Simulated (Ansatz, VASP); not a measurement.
# ZnO (zincite): VASP beside Ansatz

Aim: how closely do two programs agree when they are given the same cell, functional and k mesh? Of the first pair: The structure shown is the start of the Ansatz relaxation below; VASP solves that cell, so the two are compared at the walk's first step.

Method: plane waves, with VASP 6.6.1 beside it; single point at PBE, in Ansatz 0.2.0.

### 1. Set-up

It takes space group P6_3mc (No. 186, hexagonal). Conventional cell: a = 3.078 Å, b = 3.078 Å, c = 4.931 Å, α = 90.00°, β = 90.00°, γ = 120.00°. Nearest to Zn lie 4 O at 1.87 to 1.88 Å. Nearest to O lie 4 Zn at 1.87 to 1.88 Å. Farther neighbours and most contacts between anions are not listed.

As a file:

```cif
data_structure
_symmetry_space_group_name_H-M 'P 1'
_symmetry_Int_Tables_number 1
_cell_length_a 3.0780
_cell_length_b 3.0780
_cell_length_c 4.9312
_cell_angle_alpha 90.000
_cell_angle_beta 90.000
_cell_angle_gamma 120.000
_cell_volume 40.46
loop_
_atom_site_label
_atom_site_type_symbol
_atom_site_fract_x
_atom_site_fract_y
_atom_site_fract_z
_atom_site_occupancy
Zn1 Zn 0.33333 0.66667 0.49898 1
Zn2 Zn 0.66667 0.33333 0.99898 1
O3 O 0.66667 0.33333 0.38003 1
O4 O 0.33333 0.66667 0.88003 1
```

### 2. Ansatz: relaxation, PBE

Ansatz runs on its default PAW (the set named soft_2) files.

The two programs are compared at the cell with which this relaxation starts, whose forces are those of its first step.

Input file input.yaml:

```yaml
crystal:
  lattice:
    - [3.0779661121, 0.0, 0.0]
    - [-1.538983056, 2.6655968451, 0.0]
    - [0.0, 0.0, 4.9312027877]
  atoms:
    - { symbol: Zn, position: [0.3333333333, 0.6666666667, 0.4989844644] }
    - { symbol: Zn, position: [0.6666666667, 0.3333333333, -0.0010155356] }
    - { symbol: O, position: [0.6666666667, 0.3333333333, 0.3800255356] }
    - { symbol: O, position: [0.3333333333, 0.6666666667, 0.8800255356] }
kpoints:
  mp_grid: { grid: [9, 9, 6] }
hamiltonian:
  xc: pbe
scf:
  occupations: { method: gaussian, width: 0.02 }
output:
  forces: true
  stress: true
  eigenvalues: true
relax:
  adjacent_minimum: "off"
  f_tol: 0.001
  max_steps: 60
  cell: { stress_tol: 0.02, fix: [volume] }
```

Started as:

```
$ ansatz run input.yaml --threads 4 --pin off --max-ram 8192MiB --backend cpu --events-out ev --progress --plain --runs-dir out
```

Numbers of over 12 decimals in the logs are rounded to 6 here.

What it wrote:

```text
Engine: ansatz 0.2.0, aarch64-unknown-linux-gnu
Pseudopotentials: kind: paw
Pseudopotential: Zn, paw, valence charge 12, recommended cutoff 420 eV (normal), Zn.paw.azcp
Pseudopotential: O, paw, valence charge 6, recommended cutoff 420 eV (normal), O.paw.azcp
Functional definition: PBE
  parameter kappa = 0.804
  parameter beta = 0.066725
  exchange = pbe_x(kappa = kappa, mu = beta*pi^2/3)
  correlation = pbe_c(beta = beta)
Crystal: 4 atoms, lattice volume = 40.459 Å³
Basis set: ecut = 420 eV, 785 PW (Γ), exchange–correlation on 48×48×72 points (8 copies of the dense FFT grid, shifted against one another)
Bands: 22, of which v1, the nominal top of the filled ones, is band 18 counted from 1 (17 counted from 0)
Symmetry: 12 space group operations
Space group: P63mc (ITA 186), of the structure as read, at distance tolerance 3.4e-5 Å
k-points: 48 of 486 (time reversal used)
Non-local potential: Zn, projectors of the file, l = 0: 2, l = 1: 2, l = 2: 3, l = 3: 1
Non-local potential: O, projectors of the file, l = 0: 2, l = 1: 2, l = 2: 1
PAW form: soft (Blöchl's): semilocal exchange-correlation on the pseudo side does not see the compensation charge
PAW one-centre angular grid: Zn, 590 points (default); XC on 64 Gauss nodes
PAW one-centre angular grid: O, 110 points (default); XC on 64 Gauss nodes
Initial density: superposition of atomic densities (neutral atoms: chi_scale 0, normalization atom), corrected by the library's trained network
Initial wavefunctions: pseudopotential atomic-orbital guess
Functional: x = pbe(κ = 0.804, μ = 0.219515), c = pbe(β = 0.066725)
SCF iter   1: F=—  HF=-7772.779803 eV  |F-HF|=—  |Δ(HF+E_count)|=         —  Δρ=1.35e-3  dr2=3.16e-4  ethr=1.77e-3  ⟨swp⟩=6.2  Hψ=4921  notcnv=0
preconditioner: auto → none  [insulator: Δε(μ)=1.033 eV  Ē_g=13.891 eV  σ=0.020 eV  W_gap=1.00  n_scr=10 (ndim 8)  ℏωp=35.0 eV  f_vac=0.018  D(μ)=0.00/eV (n_scr^D=0)  ε∞_Penn≈7.4]
SCF iter   2: F=—  HF=-7772.780847 eV  |F-HF|=—  |Δ(HF+E_count)|=   1.04e-3  Δρ=7.04e-4  dr2=1.04e-4  ethr=8.79e-7  ⟨swp⟩=2.5  Hψ=2594  notcnv=0
SCF iter   3: F=—  HF=-7772.780887 eV  |F-HF|=—  |Δ(HF+E_count)|=   4.04e-5  Δρ=3.21e-4  dr2=1.03e-5  ethr=2.90e-7  ⟨swp⟩=2.0  Hψ=1856  notcnv=0
SCF iter   4: F=—  HF=-7772.781112 eV  |F-HF|=—  |Δ(HF+E_count)|=   2.24e-4  Δρ=8.96e-5  dr2=1.35e-6  ethr=2.86e-8  ⟨swp⟩=2.0  Hψ=1920  notcnv=0
SCF iter   5: F=—  HF=-7772.781111 eV  |F-HF|=—  |Δ(HF+E_count)|=   8.43e-7  Δρ=4.72e-5  dr2=7.00e-7  ethr=3.75e-9  ⟨swp⟩=2.0  Hψ=1821  notcnv=0
SCF iter   6: F=-7772.781111 eV  HF=-7772.781111 eV  |F-HF|=9.59e-10  |Δ(HF+E_count)|=   1.88e-7  Δρ=1.79e-5  dr2=6.30e-8  ethr=2.78e-10  ⟨swp⟩=3.0  Hψ=4246  notcnv=0
SCF 1 converged in 6 iterations: F = -7772.781111 eV  dr2 = 6.30e-8
  greatest PAW one-centre occupation: 0.988 electrons in one spin orbital (limit 2), on the Zn atom at site 1 (counted from 0), in its partial waves of l = 2
relax step   1: F+E_penalty+E_count = -7772.78111071 eV  Δ(F+E_penalty+E_count) = +0.000e0 eV  max|allowed force component| = 1.431e-2 eV/Å  Δτ_max = 0.0000 Å  P = +39.504 GPa  Ω = 40.459 Å³  fix = [volume]  reactions: volume +39.504 GPa  (6 SCF iters, dr2 threshold 1.00e-7 eV, accepted)
[...]
relax step   2: F+E_penalty+E_count = -7772.78114169 eV  Δ(F+E_penalty+E_count) = -3.098e-5 eV  max|allowed force component| = 5.269e-3 eV/Å  Δτ_max = 0.0002 Å  P = +39.506 GPa  Ω = 40.459 Å³  energy of the carried Pulay correction = +7.521e-16 eV  fix = [volume]  reactions: volume +39.506 GPa  (3 SCF iters, dr2 threshold 2.10e-7 eV, accepted)
[...]
relax step   6: F+E_penalty+E_count = -7772.78123790 eV  Δ(F+E_penalty+E_count) = -2.747e-5 eV  max|allowed force component| = 2.435e-4 eV/Å  Δτ_max = 0.0000 Å  P = +39.512 GPa  Ω = 40.459 Å³  fix = [volume]  reactions: volume +39.512 GPa  stress off target by 3.69e-2 GPa on what of the cell is left free  SCF on the basis re-selected at this cell (its energy is not comparable with the rows above)  (6 SCF iters)
[...]
relax step   7: F+E_penalty+E_count = -7772.78124929 eV  Δ(F+E_penalty+E_count) = -1.139e-5 eV  max|allowed force component| = 1.845e-4 eV/Å  Δτ_max = 0.0013 Å  P = +39.511 GPa  Ω = 40.459 Å³  energy of the carried Pulay correction = +3.150e-6 eV  fix = [volume]  reactions: volume +39.511 GPa  (6 SCF iters, dr2 threshold 3.41e-9 eV, accepted)
[...]
relax step   8: F+E_penalty+E_count = -7772.78122925 eV  Δ(F+E_penalty+E_count) = +2.004e-5 eV  max|allowed force component| = 1.290e-4 eV/Å  Δτ_max = 0.0000 Å  P = +39.511 GPa  Ω = 40.459 Å³  fix = [volume]  reactions: volume +39.511 GPa  stress off target by 1.33e-2 GPa on what of the cell is left free  SCF on the basis re-selected at this cell (its energy is not comparable with the rows above)  (7 SCF iters)
basis re-selected at this cell: Δ(F+E_penalty+E_count) = +2.004e-5 eV, ΔP = -0.000 GPa vs the last step (what re-selecting the basis moved, of the pressure what is left beyond the Pulay correction that the steps carried, after the strain that the cell walked since its last selection, with what the two solves' SCF thresholds leave and, on support functions, any second-order correction that the steps lacked; it is no m [...]
SCF converged after 7 iterations
Free energy (F): -7772.781229 eV
Harris-Foulkes:  -7772.781229 eV  (|F-HF|=2.73e-12)
Internal energy: -7772.781229 eV  (E = F + TS)
E sigma→0 (E₀):  -7772.781229 eV
Fermi energy:    10.434838 eV
--- Per-component energies (eV) ---
  E_band       = 139.141325
  E_kinetic    = 622.128029
  E_local      = -3752.870637  (includes V_loc(G=0)·N_el)
  E_nonlocal   = 1336.747741
  E_hartree    = 1552.435290
  E_xc         = -423.828614
  E_vxc        = -295.136872  (∫ρ·V_xc dr)
  E_paw        = -3979.673844  (= ΣΔE_a)
  E_vpaw       = -876.601718  (= ΣTr[D̂ρ^β])
  E_aug_tail   = 0.004232  (compensation charges beyond the density's cutoff)
  E_ewald      = -3127.723427
  E_smearing   = -0.000000  (= −TS)
  E_closure    = -0.000000  (closes the sum)
  Σ components = -7772.781229   (vs F -7772.781229, Δ=0.00e0)
--- Forces (eV/Å), atoms counted from 1 ---
  atom   1  Zn     0.00000000    -0.00000000     0.00013062
  atom   2  Zn    -0.00000000    -0.00000000     0.00013062
  atom   3  O      0.00000000     0.00000000    -0.00012745
  atom   4  O     -0.00000000    -0.00000000    -0.00012745
  max |Σ_I F_I| component: 6.34e-6 eV/Å
--- Stress (GPa, compression-positive) ---
       39.504093       0.000000      -0.000000
        0.000000      39.504093       0.000000
       -0.000000       0.000000      39.524073
  P = ⅓ Tr σ = 39.5108 GPa (395.108 kbar)
--- Band table (eV; the first three rows and the last of 48) ---
  k-point 0: bands = [... 14 lower, 8.9287, 9.7743, 9.9265, 9.9265, 10.9429, 15.7671, 18.6396, 23.6876]
  k-point 1: bands = [... 14 lower, 8.9958, 9.2500, 9.8603, 9.8603, 11.5713, 15.4809, 18.8804, 23.6801]
  k-point 2: bands = [... 14 lower, 9.1795, 9.1795, 9.6793, 9.6793, 12.6363, 14.7453, 19.5481, 22.1029]
  k-point 47: bands = [... 14 lower, 6.7235, 6.7235, 8.3274, 8.3274, 18.1497, 18.1497, 18.6006, 18.6006]
--- Relaxed structure (6 steps of the walk, 6 accepted, 2 SCFs on fresh bases) ---
  F+E_penalty+E_count = -7772.78122925 eV   max|allowed force component| = 1.290e-4 eV/Å   (the final SCF, on the basis selected at the relaxed cell)
  cell:  # Å, volume = 40.4586 Å³
    - [3.070473, -2.8797225853462465e-11, 0]
    - [-1.535237, 2.659108, 0]
    - [0, 0, 4.955299]
  atoms:
    - { symbol: Zn, position: [0.333333, 0.666667, 0.500086] }
    - { symbol: Zn, position: [0.666667, 0.333333, 8.556914537531672e-5] }
    - { symbol: O, position: [0.666667, 0.333333, 0.378924] }
    - { symbol: O, position: [0.333333, 0.666667, 0.878924] }
```

### 3. VASP: single point, PBE, start cell, pair 1

The same cell, functional, mesh and smearing now go to VASP, with its own data sets.

Lines of VASP's logs that name or quote its potential files are left out, and so is its time.

Input file INCAR:

```
SYSTEM = ZnO
PREC = Accurate
ENCUT = 520
EDIFF = 1E-06
NELM = 120
ISMEAR = 0
SIGMA = 0.02
LREAL = .FALSE.
ALGO = Normal
GGA = PE
NBANDS = 24
LORBIT = 11
LWAVE = .FALSE.
LCHARG = .FALSE.
ISIF = 2
LASPH = .TRUE.
GGA_COMPAT = .FALSE.
EFERMI = MIDGAP
KPAR = 2
```

Input file POSCAR:

```
ZnO
1.0
    3.0779660000      0.0000000000      0.0000000000
   -1.5389830000      2.6655970000      0.0000000000
    0.0000000000      0.0000000000      4.9312030000
Zn O
2 2
Direct
    0.3333333959      0.6666667917      0.4989845277
    0.6666666041      0.3333332083      0.9989844263
    0.6666666041      0.3333332083      0.3800255232
    0.3333333959      0.6666667917      0.8800254218
```

Input file KPOINTS:

```
Automatic mesh
0
Gamma
9 9 6
0 0 0
```

The projector-augmented-wave data sets are Zn and O (PBE family, release 64).

Started as:

```
$ mpirun -np 2 vasp_std
```

What it wrote:

```text
[banner, memory and clock lines left out]
running    2 mpi-ranks, on    1 nodes
 distrk:  each k-point on    1 cores,    2 groups
 distr:  one band on    1 cores,    1 groups

 POSCAR found type information on POSCAR ZnO
 POSCAR found :  2 types and       4 ions
 LDA part: xc-table for (Slater+PW92), standard interpolation
 POSCAR, INCAR and KPOINTS ok, starting setup
 FFT: planning ... GRIDC
 FFT: planning ... GRID_SOFT
 FFT: planning ... GRID
 WAVECAR not read
 entering main loop
       N       E                     dE             d eps       ncg     rms          rms(c)
DAV:   1     0.286317305053E+03    0.28632E+03   -0.18801E+04  2344   0.232E+03
DAV:   2     0.581345065024E+01   -0.28050E+03   -0.26763E+03  2488   0.435E+02
DAV:   3    -0.198553324387E+02   -0.25669E+02   -0.25492E+02  2680   0.139E+02
DAV:   4    -0.202136675851E+02   -0.35834E+00   -0.35818E+00  2664   0.172E+01
DAV:   5    -0.202157640995E+02   -0.20965E-02   -0.20965E-02  2640   0.126E+00    0.194E+01
DAV:   6    -0.166894490940E+02    0.35263E+01   -0.82826E+00  3704   0.631E+01    0.125E+01
DAV:   7    -0.168938147909E+02   -0.20437E+00   -0.28912E+00  2304   0.174E+01    0.698E+00
DAV:   8    -0.169025711877E+02   -0.87564E-02   -0.46860E-01  3520   0.767E+00    0.156E+00
DAV:   9    -0.168589800351E+02    0.43591E-01   -0.11034E-01  3632   0.668E+00    0.265E-01
DAV:  10    -0.168618444986E+02   -0.28645E-02   -0.37675E-02  2360   0.143E+00    0.173E-01
DAV:  11    -0.168616298321E+02    0.21467E-03   -0.10833E-03  3384   0.581E-01    0.583E-02
DAV:  12    -0.168616744159E+02   -0.44584E-04   -0.23538E-04  2632   0.248E-01    0.285E-02
DAV:  13    -0.168616669901E+02    0.74258E-05   -0.30337E-05  3448   0.153E-01    0.104E-02
DAV:  14    -0.168616670451E+02   -0.55003E-07   -0.13223E-05  2464   0.278E-02    0.322E-03
DAV:  15    -0.168616666244E+02    0.42072E-06   -0.10062E-06  1632   0.107E-02
   1 F= -.16861667E+02 E0= -.16861667E+02  d E =0.000000E+00
```

From OUTCAR (step 3):

```text
ion  position               nearest neighbor table
   1  0.333  0.667  0.499-   3 1.87   3 1.87   3 1.87   4 1.88   2 3.04   2 3.04   2 3.04   2 3.04
                             2 3.04   2 3.04
   2  0.667  0.333  0.999-   4 1.87   4 1.87   4 1.87   3 1.88   1 3.04   1 3.04   1 3.04   1 3.04
                             1 3.04   1 3.04
   3  0.667  0.333  0.380-   1 1.87   1 1.87   1 1.87   2 1.88
   4  0.333  0.667  0.880-   2 1.87   2 1.87   2 1.87   1 1.88

  LATTYP: Found a hexagonal cell.
 ALAT       =     3.0779660000
 C/A-ratio  =     1.6020979439

 Subroutine GETGRP returns: Found 12 space group operations
 (whereof  6 operations were pure point group operations)

The static configuration has the point symmetry C_3v.
 The point group associated with its full space group is C_6v.

 Found     48 irreducible k-points:

   k-points           NKPTS =     48   k-points in BZ     NKDIM =     48   number of bands    NBANDS=     24

   dimension x,y,z NGX =    24 NGY =   24 NGZ =   40
   dimension x,y,z NGXF=    48 NGYF=   48 NGZF=   80

   ENCUT  =  520.0 eV  38.22 Ry    6.18 a.u.   5.72  5.72  9.17*2*pi/ulx,y,z

   NELECT =      36.0000    total number of electrons

 k-points in reciprocal lattice and weights: Automatic mesh
   0.00000000  0.00000000  0.00000000       0.002
   0.11111111  0.00000000  0.00000000       0.012
   0.22222222 -0.00000000  0.00000000       0.012
   0.33333333 -0.00000000  0.00000000       0.012
   0.44444444 -0.00000000  0.00000000       0.012
   0.11111111  0.11111111  0.00000000       0.012
   0.22222222  0.11111111  0.00000000       0.025
   0.33333333  0.11111111  0.00000000       0.025
   0.44444444  0.11111111  0.00000000       0.012
[...]
0.33333333  0.22222222  0.50000000       0.025
   0.33333333  0.33333333  0.50000000       0.004

 average (electrostatic) potential at core
       1 -34.5041       2 -34.5041       3 -72.1554       4 -72.1554

 E-fermi :   3.3609

 k-point     1 :       0.0000    0.0000    0.0000
  band No.  band energies     occupation
    ...
     14       1.8553      2.00000
     15       1.8553      2.00000
     16       2.6931      2.00000
     17       2.8514      2.00000
     18       2.8514      2.00000
     19       3.8703      0.00000
     20       8.6379      0.00000
     21      11.6383      0.00000
     22      16.4991      0.00000
     23      16.4991      0.00000
    ...

 k-point     2 :       0.1111    0.0000    0.0000
  band No.  band energies     occupation
    ...
     14       1.3654      2.00000
     15       1.6531      2.00000
     16       2.1777      2.00000
     17       2.5946      2.00000
     18       2.7397      2.00000
     19       4.7211      0.00000
     20       9.2059      0.00000
     21      11.5915      0.00000
     22      15.1755      0.00000
     23      16.6735      0.00000
    ...

 k-point     3 :       0.2222   -0.0000    0.0000
  band No.  band energies     occupation
    ...
     14       0.2754      2.00000
     15       1.1402      2.00000
     16       1.2868      2.00000
     17       2.2909      2.00000
     18       2.4401      2.00000
     19       6.0803      0.00000
     20      10.4070      0.00000
     21      11.4158      0.00000
     22      13.3945      0.00000
     23      15.7260      0.00000
    ...

  Total       10.4835343     10.4835363     10.5974550      0.0000000      0.0000000      0.0000000
  in kB      415.1519806    415.1520591    419.6632831      0.0000000      0.0000000      0.0000000
  external PRESSURE =     416.6557743 kB  Pullay stress =       0.0000000 kB

  energy-cutoff  :      520.00
  volume of cell :       40.46
      direct lattice vectors                 reciprocal lattice vectors
     3.077966000  0.000000000  0.000000000     0.324889879  0.187575241  0.000000000
    -1.538983000  2.665597000  0.000000000     0.000000000  0.375150482  0.000000000
     0.000000000  0.000000000  4.931203000     0.000000000  0.000000000  0.202790272

 POSITION                                       TOTAL-FORCE (eV/Angst)
 -----------------------------------------------------------------------------------
      0.00000      1.77706      2.46059        -0.000000      0.000000     -0.014723
      1.53898      0.88853      4.92619        -0.000000     -0.000000     -0.014723
      1.53898      0.88853      1.87398         0.000000     -0.000000      0.014723
      0.00000      1.77706      4.33958         0.000000      0.000000      0.014723
 -----------------------------------------------------------------------------------
    total drift:                                0.000000     -0.000395      0.001108

  FREE ENERGIE OF THE ION-ELECTRON SYSTEM (eV)
  ---------------------------------------------------
  free  energy   TOTEN  =       -16.8616666244 eV

  energy  without entropy=      -16.8616666244  energy(sigma->0) =      -16.86166662

 total charge
# of ion       s       p       d       tot
------------------------------------------
    1        0.512   0.656   9.979  11.147
    2        0.512   0.656   9.979  11.147
    3        1.550   3.560   0.000   5.110
    4        1.550   3.560   0.000   5.110
--------------------------------------------------
tot          4.124   8.432  19.957  32.512

[... 3 further parts left out ...]
```

The gap is read on the k-mesh alone, so it is an upper bound where the band edges lie off the mesh.

### 4. Side by side

Known differences besides the potentials themselves: the cutoff is 420 eV in Ansatz and 520 eV in VASP. Total energies have different zeros and are not compared.

The forces differ by 0.24 meV/Å r.m.s.; no other quantity is compared for this pair.

### 5. Other set-ups

Further runs change the set-up of one program: Ansatz's method, potentials or start, or VASP's data sets, cutoff or form of LDA. The table gives that difference for each run.

| run | r.m.s. force difference (meV/Å) |
| --- | --- |
| as above | 0.24 |
| VASP with a cutoff of 600 eV (perhaps on Ansatz's relaxed cell) | 0.4 |

### 6. Ansatz: relaxation, PBE

This run makes the geometry at which the two programs are then compared. The cell compared in this pair holds 50.45 Å³, against 40.46 Å³ for the pair before.

The structure compared here is the end of the Ansatz relaxation.

input.yaml: that of step 2 with these lines changed.

```diff
@@ -2,5 +2,5 @@
   lattice:
-    - [3.0779661121, 0.0, 0.0]
-    - [-1.538983056, 2.6655968451, 0.0]
-    - [0.0, 0.0, 4.9312027877]
+    - [3.3130359403, 0.0, 0.0]
+    - [-1.6565179701, 2.8691732879, 0.0]
+    - [0.0, 0.0, 5.3078076462]
   atoms:
```

Started as:

```
$ ansatz run input.yaml --threads 4 --pin off --max-ram 8192MiB --backend cpu --events-out ev --progress --plain --runs-dir out
```

What it wrote:

```text
[...]
Crystal: 4 atoms, lattice volume = 50.454 Å³
Basis set: ecut = 420 eV, 989 PW (Γ), exchange–correlation on 48×48×72 points (8 copies of the dense FFT grid, shifted against one another)
Bands: 22, of which v1, the nominal top of the filled ones, is band 18 counted from 1 (17 counted from 0)
Symmetry: 12 space group operations
[...]
k-points: 48 of 486 (time reversal used)
[...]
cell:  # Å, volume = 50.4543 Å³
    - [3.304649, -2.8794380674466434e-11, 0]
    - [-1.652324, 2.861910, -1.3474322849349655e-19]
    - [0, -2.49267320826413e-19, 5.334784]
  atoms:
    - { symbol: Zn, position: [0.333333, 0.666667, 0.499960] }
    - { symbol: Zn, position: [0.666667, 0.333333, -3.985341138270042e-5] }
    - { symbol: O, position: [0.666667, 0.333333, 0.379050] }
    - { symbol: O, position: [0.333333, 0.666667, 0.879050] }
[key lines of the parts left out:]
SCF converged after 7 iterations
Free energy (F): -7773.682522 eV
Fermi energy:    6.734436 eV
P = ⅓ Tr σ = -2.8208 GPa (-28.208 kbar)
```

(Continued in part 2 of 2.)

[Lines on the potential files, build, host, timing and source positions are cut from VASP's logs without a mark.]

[Logs are printed without paths, hosts, clocks, repeated set-up lines and the standing remarks that a program may print on its own settings, such as how far it seeks lower states.]

[Hosts, paths, dates, database ids (printed as entryN), source tags and the programs' standing remarks are cut or masked in the printed files.]

[Rows of further runs with another cutoff or data set may stand on the cell that Ansatz relaxed, not on the start cell of the pair above them.]
